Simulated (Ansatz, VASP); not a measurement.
# H6C35 (amorphous C:H with 15 at. % H) in two plane-wave programs, part 2 of 2

Wanted: the spread between two codes on one cell, functional and k mesh. Of the first pair: The structure shown is the start of the Ansatz relaxation below; VASP solves that cell, so the two are compared at the walk's first step.

VASP 6.6.1 and Ansatz 0.2.0.

So far: Starting point; Ansatz: relaxation, PBE with D3(BJ).

## (3) VASP: single point, PBE with D3(BJ), start cell, pair 1

Level of this step: PBE with D3(BJ); plane waves and PAW (C, H) (VASP).

The same cell, functional, mesh and smearing now go to VASP, with its own data sets.

Lines of VASP's logs that name or quote its potential files are left out, and so is its time.

File INCAR:

```
SYSTEM = H6C35
PREC = Accurate
ENCUT = 520
EDIFF = 1E-06
NELM = 120
ISMEAR = -1
SIGMA = 0.025
LREAL = Auto
ALGO = Normal
GGA = PE
IVDW = 12
NBANDS = 208
LORBIT = 11
LWAVE = .FALSE.
LCHARG = .FALSE.
ISIF = 2
LASPH = .TRUE.
GGA_COMPAT = .FALSE.
EFERMI = MIDGAP
NCORE = 2
```

File POSCAR:

```
H6C35
1.0
    8.5933900000      0.0000000000      0.0000000000
    0.0000000000      8.5933900000      0.0000000000
    0.0000000000      0.0000000000      8.5933900000
C H
70 12
Direct
    0.4962767895      0.8082142205      0.2359371563
    0.0470245154      0.8849708904      0.1889475515
    0.3925458987      0.7478306000      0.1089092896
    0.5176187744      0.0240650081      0.9216967925
    0.1179162123      0.8375739958      0.3252034412
    0.1332070347      0.7269308154      0.5754655613
    0.4121772665      0.9302498781      0.3141367958
    0.2562667352      0.0054693200      0.7769343647
    0.7629817802      0.6677225170      0.2712200889
    0.2640052412      0.8770461948      0.3842255501
    0.9375229101      0.9127946014      0.5201206974
    0.6170323935      0.0946774207      0.8071203565
    0.3419139595      0.9159249144      0.6501043244
    0.0095305811      0.5537046497      0.2302118256
    0.1587499229      0.5026654207      0.2622364399
    0.4569325959      0.0219238275      0.5881613659
    0.0386110720      0.9917157257      0.9508354677
    0.7475978630      0.1995370861      0.8564489683
    0.1438082061      0.2919685945      0.4749697151
    0.1881795194      0.3114021358      0.0400191310
    0.8959095305      0.5142557245      0.5017111990
    0.4898416108      0.0830754801      0.3093075026
    0.7436646073      0.2877444175      0.1267136718
    0.9139350128      0.6263767849      0.3724141462
    0.7849056077      0.7553480059      0.8533768396
    0.8949436718      0.0402169575      0.0380874137
    0.7527762618      0.9462389115      0.2889546500
    0.8034780221      0.1813952352      0.0094142126
    0.0795029668      0.9853154576      0.7974152226
    0.6391191369      0.5121029070      0.9171002363
    0.1374777591      0.9087682509      0.0556706957
    0.2327719328      0.3899974283      0.1764961209
    0.1028348533      0.6257251213      0.6943127218
    0.2963789610      0.8699244419      0.0275211529
    0.3650131089      0.9681045548      0.9130622490
    0.5983552475      0.0697978330      0.6484518915
    0.6474976697      0.0849257394      0.2833573246
    0.8900445575      0.9495554141      0.1687459780
    0.7495528540      0.2179931319      0.2795055269
    0.4050555136      0.2322250008      0.3202577795
    0.6550848966      0.4426541795      0.0850071974
    0.2338890706      0.3816421692      0.9047186268
    0.5415441403      0.4682901626      0.6346389492
    0.4864087397      0.4650085705      0.1306585643
    0.0376568502      0.2193662804      0.3758470173
    0.9856994737      0.5335147131      0.9245245474
    0.2773527095      0.1691183572      0.7179704401
    0.1125516240      0.3619060697      0.6242705149
    0.9553156554      0.9354050031      0.6892274178
    0.7696613327      0.5919666162      0.1153910157
    0.3576818927      0.1596110499      0.5796431909
    0.3082252755      0.2429541776      0.4517076497
    0.1326368290      0.6079091022      0.8581246749
    0.5496317518      0.6357909975      0.5842397471
    0.2734310906      0.5467690865      0.9313902895
    0.3973286445      0.3598812576      0.2116045007
    0.8467554714      0.8446957487      0.7626210378
    0.2605374596      0.8279852305      0.5460825123
    0.7723959927      0.3571465976      0.8007782726
    0.8557856678      0.0090651070      0.4235697437
    0.3828291280      0.5922459006      0.0531571359
    0.9941827381      0.4933675767      0.6450539310
    0.8797343074      0.1747505932      0.3840509973
    0.6343829385      0.4442018807      0.7774463861
    0.9340202179      0.5492710095      0.0877185837
    0.6632656030      0.7933888721      0.2800640958
    0.6985136250      0.6725634470      0.9638571041
    0.0163846864      0.7671244992      0.4486122473
    0.2013640717      0.3095053291      0.7516474872
    0.9146448608      0.4543026675      0.8036991222
    0.8090288000      0.4246403340      0.4836042586
    0.5844841209      0.3911145660      0.5422074408
    0.1211047096      0.2043431056      0.0432192650
    0.4195783038      0.4371848595      0.6567024190
    0.5054000808      0.7116516299      0.6765781607
    0.6055002740      0.7528460829      0.9951485968
    0.0988201397      0.1588546546      0.2819376288
    0.5675874131      0.0169898026      0.0372844710
    0.4826965842      0.6521291365      0.4774716381
    0.6697007816      0.6720165150      0.5623508301
    0.6869815056      0.1159728582      0.5712064738
    0.2246028634      0.5557992829      0.3574957031
```

File KPOINTS:

```
Automatic mesh
0
Gamma
1 1 1
0 0 0
```

PAW data sets: C and H (PBE family, release 64).

Command:

```console
$ mpirun -np 8 vasp_gam
```

Numbers of over 12 decimals in the logs are rounded to 6 here.

The log of the run:

```text
[banner, memory and clock lines left out]
running    8 mpi-ranks, on    1 nodes
[...]
LDA part: xc-table for (Slater+PW92), standard interpolation
 POSCAR, INCAR and KPOINTS ok, starting setup
[...]
entering main loop
       N       E                     dE             d eps       ncg     rms          rms(c)
DAV:   1     0.196167584170E+04    0.19617E+04   -0.16819E+05   416   0.139E+03
DAV:   2    -0.473328182086E+03   -0.24350E+04   -0.22887E+04   520   0.322E+02
DAV:   3    -0.667260877953E+03   -0.19393E+03   -0.18808E+03   512   0.890E+01
DAV:   4    -0.672377559916E+03   -0.51167E+01   -0.50853E+01   496   0.155E+01
[...]
DAV:  19    -0.630713153087E+03   -0.46880E-05   -0.13160E-05   496   0.777E-03    0.724E-03
DAV:  20    -0.630713155912E+03   -0.28250E-05   -0.46212E-06   416   0.504E-03    0.371E-03
DAV:  21    -0.630713155875E+03    0.37300E-07   -0.66977E-07   312   0.216E-03
   1 F= -.64247112E+03 E0= -.64245695E+03  d E =-.283337E-01
```

Parts of OUTCAR (step 3):

```text
  FREE ENERGIE OF THE ION-ELECTRON SYSTEM (eV)
  ---------------------------------------------------
  free  energy   TOTEN  =      -642.4711189142 eV

  energy  without entropy=     -642.4427851994  energy(sigma->0) =     -642.45695206

[... 1 further part left out ...]
```

The run ends at a pressure of 5.11 GPa, with forces up to 3.5 eV/Å.

## (4) Comparison

Known differences besides the potentials themselves: the cutoff is 420 eV in Ansatz and 520 eV in VASP (PREC = Accurate, projectors in real space). Total energies have different zeros and are not compared.

Forces on 9 of the 82 atoms, those with the largest forces and the largest differences (eV/Å; atoms numbered as in POSCAR):

| atom | Ansatz x, y, z | VASP x, y, z |
| --- | --- | --- |
| C20 | 0.120, -0.355, -1.329 | 0.099, -0.393, -1.323 |
| C25 | 0.448, -0.132, -0.182 | 0.421, -0.157, -0.155 |
| C29 | -0.834, -0.340, -2.445 | -0.819, -0.329, -2.470 |
| C32 | -0.300, 1.823, 2.678 | -0.308, 1.816, 2.691 |
| C39 | 2.401, -0.428, 2.171 | 2.403, -0.403, 2.175 |
| C49 | 2.424, 1.255, 0.610 | 2.420, 1.258, 0.610 |
| C59 | 0.182, -2.569, 0.034 | 0.216, -2.585, 0.029 |
| C63 | -3.197, 0.136, -1.489 | -3.186, 0.165, -1.479 |
| C64 | -1.393, -0.990, -2.860 | -1.432, -0.982, -2.891 |

The forces differ by 15 meV/Å r.m.s., which is 1.7 % of the r.m.s. force of 0.858 eV/Å (both taken over all components).

## (5) Ansatz: relaxation, PBE with D3(BJ)

This run makes the geometry at which the two programs are then compared. The cell compared in this pair holds 631.03 Å³, against 634.59 Å³ for the pair before.

The structure compared here is the end of the Ansatz relaxation.

File input.yaml:

```yaml
crystal:
  lattice:
    - [8.59339, 0.0, 0.0]
    - [0.0, 8.59339, 0.0]
    - [0.0, 0.0, 8.59339]
  atoms:
    - { symbol: C, position: [0.49628, 0.80821, 0.23594] }
    - { symbol: C, position: [0.04703, 0.88497, 0.18895] }
    - { symbol: C, position: [0.39255, 0.74783, 0.10891] }
    - { symbol: C, position: [0.51762, 0.02407, 0.9217] }
    - { symbol: C, position: [0.11792, 0.83757, 0.3252] }
    - { symbol: C, position: [0.13321, 0.72693, 0.57546] }
    - { symbol: C, position: [0.41218, 0.93025, 0.31414] }
    - { symbol: C, position: [0.25627, 0.00547, 0.77694] }
    - { symbol: C, position: [0.76298, 0.66772, 0.27122] }
    - { symbol: C, position: [0.264, 0.87705, 0.38422] }
    - { symbol: C, position: [0.93752, 0.9128, 0.52012] }
    - { symbol: C, position: [0.61703, 0.09468, 0.80712] }
    - { symbol: C, position: [0.34191, 0.91592, 0.65011] }
    - { symbol: C, position: [0.00953, 0.55371, 0.23021] }
    - { symbol: C, position: [0.15875, 0.50267, 0.26224] }
    - { symbol: C, position: [0.45693, 0.02192, 0.58816] }
    - { symbol: C, position: [0.03861, 0.99172, 0.95083] }
    - { symbol: C, position: [0.7476, 0.19954, 0.85645] }
    - { symbol: C, position: [0.14381, 0.29197, 0.47497] }
    - { symbol: C, position: [0.18818, 0.3114, 0.04002] }
    - { symbol: C, position: [0.89591, 0.51426, 0.50171] }
    - { symbol: C, position: [0.48984, 0.08307, 0.30931] }
    - { symbol: C, position: [0.74367, 0.28775, 0.12671] }
    - { symbol: C, position: [0.91393, 0.62638, 0.37241] }
    - { symbol: C, position: [0.7849, 0.75535, 0.85338] }
    - { symbol: C, position: [0.89494, 0.04022, 0.03809] }
    - { symbol: C, position: [0.75278, 0.94624, 0.28896] }
    - { symbol: C, position: [0.80348, 0.1814, 0.00941] }
    - { symbol: C, position: [0.0795, 0.98532, 0.79742] }
    - { symbol: C, position: [0.63912, 0.5121, 0.9171] }
    - { symbol: C, position: [0.13748, 0.90877, 0.05567] }
    - { symbol: C, position: [0.23277, 0.39, 0.1765] }
    - { symbol: C, position: [0.10283, 0.62572, 0.69431] }
    - { symbol: C, position: [0.29638, 0.86992, 0.02752] }
    - { symbol: C, position: [0.36501, 0.96811, 0.91306] }
    - { symbol: C, position: [0.59836, 0.0698, 0.64845] }
    - { symbol: C, position: [0.6475, 0.08493, 0.28336] }
    - { symbol: C, position: [0.89005, 0.94956, 0.16875] }
    - { symbol: C, position: [0.74955, 0.21799, 0.2795] }
    - { symbol: C, position: [0.40505, 0.23223, 0.32026] }
    - { symbol: C, position: [0.65508, 0.44265, 0.08501] }
    - { symbol: C, position: [0.23389, 0.38164, 0.90472] }
    - { symbol: C, position: [0.54154, 0.46829, 0.63464] }
    - { symbol: C, position: [0.48641, 0.46501, 0.13066] }
    - { symbol: C, position: [0.03766, 0.21937, 0.37585] }
    - { symbol: C, position: [0.9857, 0.53352, 0.92453] }
    - { symbol: C, position: [0.27735, 0.16912, 0.71797] }
    - { symbol: C, position: [0.11255, 0.36191, 0.62427] }
    - { symbol: C, position: [0.95532, 0.9354, 0.68923] }
    - { symbol: C, position: [0.76966, 0.59197, 0.11539] }
    - { symbol: C, position: [0.35768, 0.15961, 0.57964] }
    - { symbol: C, position: [0.30822, 0.24296, 0.45171] }
    - { symbol: C, position: [0.13264, 0.60791, 0.85812] }
    - { symbol: C, position: [0.54963, 0.63579, 0.58424] }
    - { symbol: C, position: [0.27343, 0.54677, 0.93139] }
    - { symbol: C, position: [0.39733, 0.35988, 0.2116] }
    - { symbol: C, position: [0.84675, 0.8447, 0.76262] }
    - { symbol: C, position: [0.26054, 0.82799, 0.54608] }
    - { symbol: C, position: [0.7724, 0.35715, 0.80078] }
    - { symbol: C, position: [0.85578, 0.00906, 0.42357] }
    - { symbol: C, position: [0.38283, 0.59225, 0.05316] }
    - { symbol: C, position: [0.99418, 0.49337, 0.64505] }
    - { symbol: C, position: [0.87974, 0.17475, 0.38405] }
    - { symbol: C, position: [0.63438, 0.4442, 0.77745] }
    - { symbol: C, position: [0.93402, 0.54927, 0.08772] }
    - { symbol: C, position: [0.66326, 0.79339, 0.28006] }
    - { symbol: C, position: [0.69851, 0.67256, 0.96386] }
    - { symbol: C, position: [0.01638, 0.76713, 0.44861] }
    - { symbol: C, position: [0.20136, 0.30951, 0.75165] }
    - { symbol: C, position: [0.91464, 0.4543, 0.8037] }
    - { symbol: H, position: [0.80903, 0.42464, 0.48361] }
    - { symbol: H, position: [0.58448, 0.39111, 0.54221] }
    - { symbol: H, position: [0.12111, 0.20434, 0.04322] }
    - { symbol: H, position: [0.41958, 0.43719, 0.6567] }
    - { symbol: H, position: [0.5054, 0.71165, 0.67658] }
    - { symbol: H, position: [0.6055, 0.75285, 0.99515] }
    - { symbol: H, position: [0.09882, 0.15886, 0.28194] }
    - { symbol: H, position: [0.56759, 0.01699, 0.03728] }
    - { symbol: H, position: [0.4827, 0.65213, 0.47747] }
    - { symbol: H, position: [0.6697, 0.67202, 0.56235] }
    - { symbol: H, position: [0.68698, 0.11597, 0.57121] }
    - { symbol: H, position: [0.2246, 0.5558, 0.3575] }
kpoints:
  mp_grid: { grid: [1, 1, 1] }
hamiltonian:
  xc: pbe
  dispersion: d3bj
scf:
  occupations: { method: fermi_dirac, width: 0.025 }
output:
  forces: true
relax:
  f_tol: 0.04
  max_steps: 250
  cell: {}
```

Command:

```console
$ ansatz run input.yaml --threads 4 --pin off --max-ram 8192MiB --backend cpu --events-out ev --progress --plain --runs-dir out
```

The log of the run:

```text
[...]
Crystal: 82 atoms, lattice volume = 634.591 Å³
Basis set: ecut = 420 eV, 12533 PW (Γ), exchange–correlation on 120×120×120 points (8 copies of the dense FFT grid, shifted against one another)
Bands: 228, of which v1, the nominal top of the filled ones, is band 146 counted from 1 (145 counted from 0)
Symmetry: 1 space group operations
[...]
k-points: 1
[...]
- { symbol: H, position: [0.123273, 0.210139, 0.049821] }
    - { symbol: H, position: [0.413098, 0.453929, 0.628856] }
    - { symbol: H, position: [0.527297, 0.713131, 0.674722] }
    - { symbol: H, position: [0.593047, 0.733599, 0.999246] }
    - { symbol: H, position: [-0.010538, 0.340555, 0.269891] }
    - { symbol: H, position: [0.610558, -0.019117, 0.020167] }
    - { symbol: H, position: [0.493706, 0.665648, 0.473070] }
    - { symbol: H, position: [0.687185, 0.665488, 0.557195] }
    - { symbol: H, position: [0.657268, 0.143585, 0.567562] }
    - { symbol: H, position: [0.233870, 0.575074, 0.368335] }
[key lines of the parts left out:]
P = ⅓ Tr σ = 0.0041 GPa (0.041 kbar)
```

## (6) VASP: single point, PBE with D3(BJ), relaxed cell, pair 2

The same cell, functional, mesh and smearing now go to VASP, with its own data sets.

Changes to INCAR since step 3:

```diff
@@ -2,3 +2,3 @@
 PREC = Accurate
-ENCUT = 520
+ENCUT = 600
 EDIFF = 1E-06
```

File POSCAR:

```
H6C35
1.0
    8.5096860000     -0.0270940000     -0.1543660000
   -0.0270940000      8.6900910000     -0.1775120000
   -0.1543660000     -0.1775120000      8.5397390000
C H
70 12
Direct
    0.5070800000      0.8058700000      0.2608000000
    0.0488500000      0.8910700000      0.2006000000
    0.4033000000      0.7498800000      0.1302300000
    0.5349700000      0.0033500000      0.9185100000
    0.1146400000      0.8348600000      0.3374000000
    0.1254200000      0.7156700000      0.5793600000
    0.4250000000      0.9342500000      0.3696900000
    0.2717000000      0.9998700000      0.7877700000
    0.7694500000      0.6629200000      0.2629200000
    0.2646900000      0.8586900000      0.3971200000
    0.9372200000      0.9227600000      0.5315200000
    0.6143000000      0.0855000000      0.7957000000
    0.3450200000      0.9023800000      0.6585100000
    0.0188100000      0.5659200000      0.2223900000
    0.1735600000      0.5210400000      0.2660500000
    0.4449300000      0.9975000000      0.5584400000
    0.0500500000      0.0038100000      0.9675800000
    0.7459500000      0.1930000000      0.8449000000
    0.1397900000      0.3061900000      0.4750500000
    0.1943700000      0.3147500000      0.0480700000
    0.9095300000      0.4741800000      0.4756800000
    0.4828500000      0.0824200000      0.2978400000
    0.7424000000      0.2789800000      0.1129700000
    0.9195400000      0.6238900000      0.3569200000
    0.7837000000      0.7467300000      0.8577000000
    0.9033400000      0.0426900000      0.0424900000
    0.7608700000      0.9489300000      0.3003000000
    0.8075600000      0.1745300000      0.0051100000
    0.0893900000      0.9870300000      0.8088800000
    0.6300800000      0.4969100000      0.9021400000
    0.1475400000      0.9208000000      0.0754100000
    0.2421800000      0.4030000000      0.1902100000
    0.0927800000      0.6198100000      0.6974600000
    0.3052400000      0.8747800000      0.0500000000
    0.3792300000      0.9616200000      0.9292100000
    0.5854000000      0.0710100000      0.6369400000
    0.6414500000      0.0792600000      0.2757300000
    0.8958700000      0.9538300000      0.1780700000
    0.7444800000      0.2118800000      0.2730500000
    0.3931500000      0.2223700000      0.3092100000
    0.6582700000      0.4289300000      0.0677300000
    0.2457200000      0.3729200000      0.9136900000
    0.5393200000      0.4714700000      0.6117700000
    0.4948500000      0.4549000000      0.1288700000
    0.9809000000      0.3236100000      0.3948400000
    0.9872900000      0.5152800000      0.9177300000
    0.2789900000      0.1555600000      0.7131700000
    0.1311600000      0.3629100000      0.6277500000
    0.9654100000      0.9328500000      0.7046800000
    0.7654700000      0.5784900000      0.1062700000
    0.3276000000      0.1334000000      0.5603500000
    0.2798900000      0.2204700000      0.4334500000
    0.1327700000      0.5992300000      0.8614300000
    0.5647600000      0.6384900000      0.5774900000
    0.2830700000      0.5451400000      0.9372500000
    0.4053400000      0.3606700000      0.2189200000
    0.8563000000      0.8378600000      0.7806700000
    0.2558200000      0.8115200000      0.5594800000
    0.7684700000      0.3326900000      0.7773100000
    0.8609500000      0.0267400000      0.4384000000
    0.3950500000      0.5931200000      0.0557800000
    0.9943200000      0.4800300000      0.6442900000
    0.8640400000      0.1918300000      0.3866200000
    0.6264200000      0.4262700000      0.7545700000
    0.9376900000      0.5427600000      0.0806000000
    0.6749600000      0.7908700000      0.2899700000
    0.6872200000      0.6578800000      0.9583500000
    0.0090000000      0.7600100000      0.4501300000
    0.2192700000      0.3018600000      0.7567700000
    0.9085000000      0.4381800000      0.7919700000
    0.7844200000      0.4536100000      0.4879300000
    0.5696200000      0.3950100000      0.5123300000
    0.1232700000      0.2101400000      0.0498200000
    0.4131000000      0.4539300000      0.6288600000
    0.5273000000      0.7131300000      0.6747200000
    0.5930500000      0.7336000000      0.9992500000
    0.9894600000      0.3405600000      0.2698900000
    0.6105600000      0.9808800000      0.0201700000
    0.4937100000      0.6656500000      0.4730700000
    0.6871800000      0.6654900000      0.5572000000
    0.6572700000      0.1435900000      0.5675600000
    0.2338700000      0.5750700000      0.3683400000
```

KPOINTS is that of step 3.

Command:

```console
$ mpirun -np 8 vasp_gam
```

The log of the run:

```text
[... set-up lines as in an earlier step ...]
 entering main loop
       N       E                     dE             d eps       ncg     rms          rms(c)
DAV:   1     0.209952218163E+04    0.20995E+04   -0.18302E+05   416   0.157E+03
DAV:   2    -0.469098686980E+03   -0.25686E+04   -0.24196E+04   528   0.335E+02
DAV:   3    -0.671402249287E+03   -0.20230E+03   -0.19677E+03   520   0.907E+01
DAV:   4    -0.676724603109E+03   -0.53224E+01   -0.52792E+01   496   0.158E+01
[...]
DAV:  16    -0.637030475413E+03   -0.12453E-04   -0.22934E-05   512   0.107E-02    0.793E-03
DAV:  17    -0.637030477967E+03   -0.25546E-05   -0.55870E-06   448   0.558E-03    0.285E-03
DAV:  18    -0.637030478370E+03   -0.40298E-06   -0.80433E-07   328   0.237E-03
   1 F= -.64874140E+03 E0= -.64873331E+03  d E =-.161876E-01
```

Parts of OUTCAR (step 6):

```text
  FREE ENERGIE OF THE ION-ELECTRON SYSTEM (eV)
  ---------------------------------------------------
  free  energy   TOTEN  =      -648.7413989273 eV

  energy  without entropy=     -648.7252113719  energy(sigma->0) =     -648.73330515

[... 1 part as in an earlier step ...]
```

The run ends at a pressure of -0.01 GPa, with forces up to 0.046 eV/Å.

## (7) Differences

What differs besides the data sets and the points named for the pairs above, as far as they apply: the cutoff is 420 eV in Ansatz and 600 eV in VASP (PREC = Accurate, projectors in real space). Total energies have different zeros and are not compared.

Both answers:

| quantity | Ansatz | VASP | difference |
| --- | --- | --- | --- |
| pressure (GPa) | 0.00 | -0.01 | +0.01 |
| gap on the k mesh (eV) | 0.161 | 0.161 | 0.000 |

At this near-relaxed geometry the largest component of a force difference is 38 meV/Å. A gap on the mesh is an upper bound, since the band edges may lie between its points.

## (8) Summary of results

```
r.m.s. force difference (single point, PBE with D3(BJ), start cell, pair 1)   : 1.7 % of the r.m.s. force
r.m.s. force difference (single point, PBE with D3(BJ), relaxed cell, pair 2) : 15 meV/Å
```

**Reading.** The r.m.s. force difference is 15 meV/Å (single point, PBE with D3(BJ), relaxed cell, pair 2), beyond the 12 meV/Å picked in this series as the mark of a large difference. What causes the difference of the single point, PBE with D3(BJ), relaxed cell, pair 2 pair stays open here. Such differences can come from data sets, numerical settings and the points named under the comparisons, not from the functional's error against experiment.

[Lines on the potential files, build, host, timing and source positions are cut from VASP's logs without a mark.]

[Logs are printed without paths, hosts, clocks, repeated set-up lines and the standing remarks that a program may print on its own settings, such as how far it seeks lower states.]

[Hosts, paths, dates, database ids (printed as entryN), source tags and the programs' standing remarks are cut or masked in the printed files.]
